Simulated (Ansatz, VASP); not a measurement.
# ZnS (Wurtzite-2H): VASP beside Ansatz

One calculation is typed for both programs; each brings its own data sets. How far apart do they land? Of the first pair: The cell is taken from a series of runs on this material, whose earlier steps may have relaxed, scaled, displaced or heated it; both programs get it as it stands.

Calculated with Ansatz 0.2.0; plane waves, with VASP 6.6.1 beside it; relaxation of cell and atoms at PBE with D3(BJ) and single point at PBE with D3(BJ).

### 1. The starting structure

The structure is hexagonal, space group P6_3mc (No. 186). The conventional cell has a = 3.795 Å, b = 3.795 Å, c = 6.235 Å, α = 90.00°, β = 90.00°, γ = 120.00°. Nearest to Zn lie 4 S at 2.33 Å. Nearest to S lie 4 Zn at 2.33 Å. Farther neighbours and most contacts between anions are not listed.

### 2. VASP: relaxation of cell and atoms, PBE with D3(BJ)

The relaxed volume is the usual yardstick between codes: in a stiff, nearly cubic crystal its relative difference is about their pressure difference at one cell divided by the bulk modulus.

Lines of VASP's logs that name or quote its potential files are left out, and so is its time.

Input file INCAR:

```
SYSTEM = ZnS
PREC = Accurate
ENCUT = 500
EDIFF = 1E-07
NELM = 120
ISMEAR = 0
SIGMA = 0.01
LREAL = .FALSE.
ALGO = Normal
GGA = PE
IVDW = 12
NBANDS = 24
LORBIT = 11
LWAVE = .FALSE.
LCHARG = .FALSE.
ISIF = 3
IBRION = 2
NSW = 80
EDIFFG = -0.005
LASPH = .TRUE.
GGA_COMPAT = .FALSE.
NELMIN = 4
EFERMI = MIDGAP
KPAR = 2
```

Input file POSCAR:

```
ZnS
1.0
    3.7948750000      0.0000000000      0.0000000000
   -1.8974370000      3.2864580000      0.0000000000
    0.0000000000      0.0000000000      6.2353150000
Zn S
2 2
Direct
    0.3333332455      0.6666666667      0.0005940357
    0.6666664910      0.3333333333      0.5005939556
    0.3333332455      0.6666666667      0.3744059442
    0.6666664910      0.3333333333      0.8744060244
```

Input file KPOINTS:

```
Automatic mesh
0
Gamma
9 9 4
0 0 0
```

Potentials, in the order of the species: Zn and S (PBE family, release 64).

On the command line:

```sh
$ mpirun -np 2 vasp_std
```

Numbers of over 12 decimals in the logs are rounded to 6 here.

The program printed:

```text
[banner, memory and clock lines left out]
running    2 mpi-ranks, on    1 nodes
 distrk:  each k-point on    1 cores,    2 groups
 distr:  one band on    1 cores,    1 groups

 POSCAR found type information on POSCAR ZnS
 POSCAR found :  2 types and       4 ions
 LDA part: xc-table for (Slater+PW92), standard interpolation
 POSCAR, INCAR and KPOINTS ok, starting setup
 FFT: planning ... GRIDC
 FFT: planning ... GRID_SOFT
 FFT: planning ... GRID
 WAVECAR not read
 entering main loop
       N       E                     dE             d eps       ncg     rms          rms(c)
DAV:   1     0.234817387536E+03    0.23482E+03   -0.17160E+04  1728   0.177E+03
DAV:   2     0.693164181728E+01   -0.22789E+03   -0.22054E+03  1864   0.360E+02
DAV:   3    -0.140879746294E+02   -0.21020E+02   -0.20918E+02  2144   0.110E+02
DAV:   4    -0.145133643971E+02   -0.42539E+00   -0.42513E+00  2024   0.163E+01
DAV:   5    -0.145211827786E+02   -0.78184E-02   -0.78180E-02  2200   0.211E+00    0.100E+01
DAV:   6    -0.136622753872E+02    0.85891E+00   -0.18506E+00  2640   0.403E+01    0.773E+00
DAV:   7    -0.136762388904E+02   -0.13964E-01   -0.16382E+00  1960   0.733E+00    0.344E+00
DAV:   8    -0.136635332541E+02    0.12706E-01   -0.66072E-02  2320   0.307E+00    0.109E+00
DAV:   9    -0.136640822105E+02   -0.54896E-03   -0.15581E-02  2400   0.192E+00    0.261E-01
DAV:  10    -0.136642054484E+02   -0.12324E-03   -0.92351E-04  2080   0.409E-01    0.131E-01
DAV:  11    -0.136644375413E+02   -0.23209E-03   -0.42855E-04  2040   0.132E-01    0.943E-02
DAV:  12    -0.136644312397E+02    0.63015E-05   -0.18040E-05  2248   0.374E-02    0.724E-03
DAV:  13    -0.136644344853E+02   -0.32456E-05   -0.41701E-06  2000   0.124E-02    0.317E-03
DAV:  14    -0.136644346779E+02   -0.19266E-06   -0.32499E-07  1904   0.870E-03    0.548E-04
DAV:  15    -0.136644347605E+02   -0.82545E-07   -0.93887E-08  1488   0.279E-03
   1 F= -.14915237E+02 E0= -.14915237E+02  d E =-.149152E+02
 curvature:   0.00 expect dE= 0.000E+00 dE for cont linesearch  0.000E+00
 trial: gam= 0.00000 g(F)=  0.249E-09 g(S)=  0.220E-03 ort = 0.000E+00 (trialstep = 0.100E+01)
 search vector abs. value=  0.220E-03
 bond charge predicted
       N       E                     dE             d eps       ncg     rms          rms(c)
DAV:   1    -0.136713073980E+02   -0.68727E-02   -0.40620E-02  2032   0.362E+00    0.407E-01
DAV:   2    -0.136687623141E+02    0.25451E-02   -0.97858E-03  2048   0.233E+00    0.158E-01
DAV:   3    -0.136684499459E+02    0.31237E-03   -0.35447E-04  1792   0.130E-01    0.760E-02
DAV:   4    -0.136683682375E+02    0.81708E-04   -0.48545E-05  2200   0.555E-02    0.438E-02
DAV:   5    -0.136683515130E+02    0.16725E-04   -0.12021E-05  2816   0.680E-02    0.524E-03
DAV:   6    -0.136683514034E+02    0.10958E-06   -0.88072E-06  1992   0.344E-02    0.376E-03
DAV:   7    -0.136683520740E+02   -0.67066E-06   -0.16628E-06  2152   0.107E-02    0.415E-03
DAV:   8    -0.136683518387E+02    0.23531E-06   -0.32139E-07  1392   0.736E-03    0.739E-04
DAV:   9    -0.136683518245E+02    0.14275E-07   -0.31539E-08   992   0.201E-03
   2 F= -.14915300E+02 E0= -.14915300E+02  d E =-.627123E-04
 trial-energy change:   -0.000063  1 .order   -0.000068   -0.000220    0.000085
 step:   0.7014(harm=  0.7214)  dis= 0.00000  next Energy=   -14.915313 (dE=-0.755E-04)
 bond charge predicted
       N       E                     dE             d eps       ncg     rms          rms(c)
DAV:   1    -0.136674757147E+02    0.87612E-03   -0.36118E-03  2048   0.107E+00    0.122E-01
DAV:   2    -0.136672470604E+02    0.22865E-03   -0.88454E-04  2040   0.713E-01    0.470E-02
DAV:   3    -0.136672207159E+02    0.26345E-04   -0.31777E-05  1800   0.399E-02    0.226E-02
DAV:   4    -0.136672147838E+02    0.59320E-05   -0.45263E-06  2304   0.176E-02    0.133E-02
DAV:   5    -0.136672143767E+02    0.40710E-06   -0.99151E-07  2360   0.204E-02    0.169E-03
DAV:   6    -0.136672144400E+02   -0.63227E-07   -0.84851E-07  1768   0.107E-02
   3 F= -.14915312E+02 E0= -.14915312E+02  d E =-.750022E-04
 curvature:  -0.36 expect dE=-0.102E-06 dE for cont linesearch -0.927E-07
 trial: gam= 0.00000 g(F)=  0.219E-07 g(S)=  0.262E-06 ort =-0.754E-05 (trialstep = 0.940E+00)
 search vector abs. value=  0.284E-06
 reached required accuracy - stopping structural energy minimisation
```

From OUTCAR (step 2):

```text
ion  position               nearest neighbor table
   1  0.333  0.667  0.001-   4 2.33   4 2.33   4 2.33   3 2.33
   2  0.667  0.333  0.501-   3 2.33   3 2.33   3 2.33   4 2.33
   3  0.333  0.667  0.374-   2 2.33   2 2.33   2 2.33   1 2.33
   4  0.667  0.333  0.874-   1 2.33   1 2.33   1 2.33   2 2.33

  LATTYP: Found a hexagonal cell.
 ALAT       =     3.7948750000
 C/A-ratio  =     1.6430883758

 Subroutine GETGRP returns: Found 12 space group operations
 (whereof  6 operations were pure point group operations)

The static configuration has the point symmetry C_3v.
 The point group associated with its full space group is C_6v.

 Found     36 irreducible k-points:

   k-points           NKPTS =     36   k-points in BZ     NKDIM =     36   number of bands    NBANDS=     24

   dimension x,y,z NGX =    28 NGY =   28 NGZ =   48
   dimension x,y,z NGXF=    56 NGYF=   56 NGZF=   96

   ENCUT  =  500.0 eV  36.75 Ry    6.06 a.u.   6.92  6.92 11.37*2*pi/ulx,y,z

   NELECT =      36.0000    total number of electrons

 k-points in reciprocal lattice and weights: Automatic mesh
   0.00000000  0.00000000  0.00000000       0.003
   0.11111111 -0.00000000  0.00000000       0.019
   0.22222222 -0.00000000  0.00000000       0.019
   0.33333333 -0.00000000  0.00000000       0.019
   0.44444444 -0.00000000  0.00000000       0.019
   0.11111111  0.11111111  0.00000000       0.019
   0.22222222  0.11111111  0.00000000       0.037
   0.33333333  0.11111111  0.00000000       0.037
   0.44444444  0.11111111  0.00000000       0.019
[...]
0.33333333  0.22222222  0.50000000       0.037
   0.33333333  0.33333333  0.50000000       0.006

 Edisp (eV)   -1.24695

 average (electrostatic) potential at core
       1 -36.1684       2 -36.1683       3 -88.4820       4 -88.4820

 E-fermi :   3.3658

 k-point     1 :       0.0000    0.0000    0.0000
  band No.  band energies     occupation
    ...
     14       1.3432      2.00000
     15       1.3432      2.00000
     16       2.1558      2.00000
     17       2.2479      2.00000
     18       2.2479      2.00000
     19       4.4837      0.00000
     20       5.3809      0.00000
     21       8.5581      0.00000
     22       8.5581      0.00000
     23       8.7959      0.00000
    ...

 k-point     2 :       0.1111   -0.0000    0.0000
  band No.  band energies     occupation
    ...
     14       0.6990      2.00000
     15       1.1471      2.00000
     16       1.5221      2.00000
     17       2.0477      2.00000
     18       2.1421      2.00000
     19       5.1360      0.00000
     20       5.9588      0.00000
     21       8.1945      0.00000
     22       8.7960      0.00000
     23       9.0290      0.00000
    ...

 k-point     3 :       0.2222   -0.0000    0.0000
  band No.  band energies     occupation
    ...
     14      -0.4862      2.00000
     15       0.3197      2.00000
     16       0.7115      2.00000
     17       1.7079      2.00000
     18       1.8693      2.00000
     19       6.0214      0.00000
     20       6.4135      0.00000
     21       8.1208      0.00000
     22       8.8596      0.00000
     23       9.1963      0.00000
    ...

 Edisp (eV)   -1.24810

  Total      -0.00240    -0.00240    -0.00320    -0.00000    -0.00000     0.00000
  in kB      -0.04932    -0.04932    -0.06585    -0.00000    -0.00000     0.00000
  external pressure =       -0.05 kB  Pullay stress =        0.00 kB

  energy-cutoff  :      500.00
  volume of cell :       77.92
      direct lattice vectors                 reciprocal lattice vectors
     3.797353746  0.000000000 -0.000000000     0.263341281  0.152040127 -0.000000000
    -1.898676372  3.288604656  0.000000000    -0.000000000  0.304080333 -0.000000000
     0.000000000  0.000000000  6.239512043     0.000000000 -0.000000000  0.160268943

 POSITION                                       TOTAL-FORCE (eV/Angst)
 -----------------------------------------------------------------------------------
      0.00000      2.19240      0.00371        -0.000000     -0.000000     -0.000337
      1.89868      1.09620      3.12346        -0.000000     -0.000000     -0.000337
      0.00000      2.19240      2.33611        -0.000000      0.000000      0.000337
      1.89868      1.09620      5.45587         0.000000      0.000000      0.000337
 -----------------------------------------------------------------------------------
    total drift:                                0.000643     -0.000012      0.000201

  FREE ENERGIE OF THE ION-ELECTRON SYSTEM (eV)
  ---------------------------------------------------
  free  energy   TOTEN  =       -14.9153120927 eV

  energy  without entropy=      -14.9153120927  energy(sigma->0) =      -14.91531209

 reached required accuracy - stopping structural energy minimisation

 total charge
# of ion       s       p       d       tot
------------------------------------------
    1        0.522   0.486   9.802  10.809
    2        0.522   0.486   9.802  10.809
    3        1.314   2.445   0.000   3.760
    4        1.314   2.445   0.000   3.760
--------------------------------------------------
tot          3.672   5.863  19.604  29.138

[... 3 further parts left out ...]
```

CONTCAR:

```
ZnS
   1.00000000000000
     3.7973537455425590    0.0000000003771150   -0.0000000000000000
    -1.8986763721180970    3.2886046561186801    0.0000000000000000
     0.0000000000000000    0.0000000000000000    6.2395120434292686
  Zn              S
     2     2
Direct
     0.3333332455000004    0.6666666667000030    0.0005942308323196
     0.6666664910000009    0.3333333332999970    0.5005941507323255
     0.3333332455000004    0.6666666667000030    0.3744057490676769
     0.6666664910000009    0.3333333332999970    0.8744058292676800
```

The run keeps the 12 symmetry operations of its start, so it cannot find a distortion of lower symmetry.

(Part 1 of 2 ends here.)

[Lines on the potential files, build, host, timing and source positions are cut from VASP's logs without a mark.]

[Logs are printed without paths, hosts, clocks, repeated set-up lines and the standing remarks that a program may print on its own settings, such as how far it seeks lower states.]

[Hosts, paths, dates, database ids (printed as entryN), source tags and the programs' standing remarks are cut or masked in the printed files.]
